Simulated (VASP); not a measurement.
These are PBEsol GGA, VASP's PBE PAW potentials (set 64) (plane waves; VASP) values and carry that method's errors.

VASP input:

INCAR:
```
SYSTEM = Sb
PREC = Accurate; ENCUT = 400; LREAL = .FALSE.
LASPH = .TRUE.
EDIFF = 1E-6; NELM = 100; ALGO = Normal
LMAXMIX = 4
ISMEAR = 1; SIGMA = 0.1
GGA = PS
IBRION = 2; NSW = 60; ISIF = 3
EDIFFG = -0.01
LWAVE = .FALSE.; LCHARG = .FALSE.
```

**KPOINTS**
```
Automatic mesh
0
Gamma
8 8 8
0 0 0
```

**POSCAR**
```
Sb
1
   -0.0000000000     3.4479169425     3.4479169425
    3.4479169425     0.0000000000     3.4479169425
    3.4479169425     3.4479169425    -0.0000000000
Sb
2
Direct
  0.7500000000   0.7500000000   0.7500000000
  0.5000000000   0.5000000000   0.5000000000
```

POTCAR, in this order: Sb (PBE.64 set). Program: vasp_std.

The resulting files:

File OUTCAR:
```
 ion  position               nearest neighbor table
   1  0.750  0.750  0.750-   2 2.99   2 2.99   2 2.99   2 2.99
   2  0.500  0.500  0.500-   1 2.99   1 2.99   1 2.99   1 2.99
  LATTYP: Found a face centered cubic cell.
 ALAT       =     6.8958338850
 Subroutine PRICEL returns:
 Original cell was already a primitive cell.
 Subroutine GETGRP returns: Found 48 space group operations
The static configuration has the point symmetry T_d .
 The point group associated with its full space group is O_h .
The dynamic configuration has the point symmetry T_d .
 Subroutine INISYM returns: Found 48 space group operations
 Subroutine IBZKPT returns following result:
 Found     29 irreducible k-points:

 Following reciprocal coordinates:
            Coordinates               Weight
  0.000000  0.000000  0.000000      1.000000
  0.125000  0.000000  0.000000      8.000000
  0.250000  0.000000  0.000000      8.000000
  0.375000  0.000000  0.000000      8.000000
  0.500000  0.000000  0.000000      4.000000
  0.125000  0.125000  0.000000      6.000000
  0.250000  0.125000  0.000000     24.000000
  0.375000  0.125000  0.000000     24.000000
  0.500000  0.125000  0.000000     24.000000
 -0.375000  0.125000  0.000000     24.000000
 -0.250000  0.125000  0.000000     24.000000
 -0.125000  0.125000  0.000000     12.000000
  0.250000  0.250000  0.000000      6.000000
  0.375000  0.250000  0.000000     24.000000
  0.500000  0.250000  0.000000     24.000000
 -0.375000  0.250000  0.000000     24.000000
 -0.250000  0.250000  0.000000     12.000000
  0.375000  0.375000  0.000000      6.000000
  0.500000  0.375000  0.000000     24.000000
 -0.375000  0.375000  0.000000     12.000000
  0.500000  0.500000  0.000000      3.000000
  0.375000  0.250000  0.125000     24.000000
  0.500000  0.250000  0.125000     48.000000
 -0.375000  0.250000  0.125000     24.000000
  0.500000  0.375000  0.125000     24.000000
 -0.375000  0.375000  0.125000     48.000000
 -0.250000  0.375000  0.125000     24.000000
 -0.375000  0.500000  0.125000     12.000000
 -0.250000  0.500000  0.250000      6.000000
   k-points           NKPTS =     29   k-points in BZ     NKDIM =     29   number of bands    NBANDS=      9
   number of dos      NEDOS =    301   number of ions     NIONS =      2
   total plane-waves  NPLWV =  32768
   dimension x,y,z NGX =    32 NGY =   32 NGZ =   32
   dimension x,y,z NGXF=    64 NGYF=   64 NGZF=   64
   ions per type =               2
   PREC   = accura    normal or accurate (medium, high low for compatibility)
   ISTART =      0    job   : 0-new  1-cont  2-samecut
   ICHARG =      2    charge: 1-file 2-atom 10-const
   ISPIN  =      1    spin polarized calculation?
   LNONCOLLINEAR =      F non collinear calculations
   LSORBIT =      F    spin-orbit coupling
   INIWAV =      1    electr: 0-lowe 1-rand  2-diag
   ENCUT  =  400.0 eV  29.40 Ry    5.42 a.u.   7.95  7.95  7.95*2*pi/ulx,y,z
   NELM   =    100;   NELMIN=  2; NELMDL= -5     # of ELM steps
   EDIFF  = 0.1E-05   stopping-criterion for ELM
   LREAL  =      F    real-space projection
   NLSPLINE    = F    spline interpolate recip. space projectors
   LMAXMIX     =    4 max onsite mixed and CHGCAR
   VOSKOWN=      0    Vosko Wilk Nusair interpolation
   EDIFFG = -.1E-01   stopping-criterion for IOM
   NSW    =     60    number of steps for IOM
   NBLOCK =      1;   KBLOCK =     60    inner block; outer block
   IBRION =      2    ionic relax: 0-MD 1-quasi-New 2-CG
   NFREE  =      1    steps in history (QN), initial steepest desc. (CG)
   ISIF   =      3    stress and relaxation
   ISYM   =      2    0-nonsym 1-usesym 2-fastsym
   TEIN   =    0.0    initial temperature
   TEBEG  =    0.0;   TEEND  =   0.0 temperature during run
...
```

File OSZICAR:
```
       N       E                     dE             d eps       ncg     rms          rms(c)
DAV:   1     0.290725891601E+02    0.29073E+02   -0.30662E+03   522   0.684E+02
DAV:   2    -0.702300681184E+01   -0.36096E+02   -0.35239E+02   773   0.104E+02
DAV:   3    -0.831884404093E+01   -0.12958E+01   -0.12794E+01   651   0.245E+01
DAV:   4    -0.833102931065E+01   -0.12185E-01   -0.12182E-01   630   0.298E+00
DAV:   5    -0.833118654944E+01   -0.15724E-03   -0.15723E-03   613   0.341E-01    0.254E+00
DAV:   6    -0.830744156848E+01    0.23745E-01   -0.12691E-02   553   0.603E-01    0.153E+00
DAV:   7    -0.829500922987E+01    0.12432E-01   -0.26585E-02   568   0.895E-01    0.621E-02
DAV:   8    -0.829512288821E+01   -0.11366E-03   -0.68983E-04   534   0.194E-01    0.167E-02
DAV:   9    -0.829513626579E+01   -0.13378E-04   -0.21654E-05   652   0.381E-02    0.709E-03
DAV:  10    -0.829514026685E+01   -0.40011E-05   -0.90748E-06   535   0.190E-02    0.405E-03
DAV:  11    -0.829514037507E+01   -0.10822E-06   -0.87133E-08   309   0.236E-03
   1 F= -.82951404E+01 E0= -.82937033E+01  d E =-.829514E+01
       N       E                     dE             d eps       ncg     rms          rms(c)
DAV:   1    -0.829520996604E+01   -0.69699E-04   -0.12831E-03   560   0.185E-01    0.282E-02
DAV:   2    -0.829517284257E+01    0.37123E-04   -0.37137E-05   539   0.389E-02    0.162E-02
DAV:   3    -0.829515450920E+01    0.18333E-04   -0.45579E-05   574   0.325E-02    0.473E-03
DAV:   4    -0.829515446986E+01    0.39341E-07   -0.40533E-07   288   0.523E-03
   2 F= -.82951545E+01 E0= -.82937567E+01  d E =-.140948E-04
```

OUTCAR:
```
------------------------ aborting loop because EDIFF is reached ----------------------------------------
  FORCE on cell =-STRESS in cart. coord.  units (eV):
  Direction    XX          YY          ZZ          XY          YZ          ZX
  --------------------------------------------------------------------------------------
  Total       -0.0056497     -0.0056497     -0.0056497      0.0000000      0.0000000      0.0000000
  in kB       -0.1102275     -0.1102275     -0.1102275      0.0000000      0.0000000      0.0000000
  external PRESSURE =      -0.1102275 kB  Pullay stress =       0.0000000 kB
  volume of cell :       82.12
      direct lattice vectors                 reciprocal lattice vectors
     0.000000000  3.449889653  3.449889653    -0.144932172  0.144932172  0.144932172
     3.449889653  0.000000000  3.449889653     0.144932172 -0.144932172  0.144932172
     3.449889653  3.449889653 -0.000000000     0.144932172  0.144932172 -0.144932172
 POSITION                                       TOTAL-FORCE (eV/Angst)
 -----------------------------------------------------------------------------------
      5.17483      5.17483      5.17483         0.000000      0.000000      0.000000
      3.44989      3.44989      3.44989        -0.000000     -0.000000     -0.000000
 -----------------------------------------------------------------------------------
    total drift:                               -0.000000     -0.000000      0.000000
  FREE ENERGIE OF THE ION-ELECTRON SYSTEM (eV)
  ---------------------------------------------------
  free  energy   TOTEN  =        -8.2951544699 eV

  energy  without entropy=       -8.2909612270  energy(sigma->0) =       -8.29375672

 reached required accuracy - stopping structural energy minimisation
```
(Selected blocks of OUTCAR.)

File CONTCAR:
```
Sb
   1.00000000000000
     0.0000000000000000    3.4498896525469842    3.4498896525469842
     3.4498896525469842    0.0000000000000000    3.4498896525469842
     3.4498896525469842    3.4498896525469842   -0.0000000000000000
  Sb
     2
Direct
     0.7500000000000000    0.7500000000000000    0.7500000000000000
     0.5000000000000000    0.5000000000000000    0.5000000000000000
```

The structure was generated: Sb was put into the diamond type (Fd-3m), which need not be its known phase. This run relaxes it. Symmetry was kept, so distortions that lower it aren't found. The start is the result of an earlier pass.
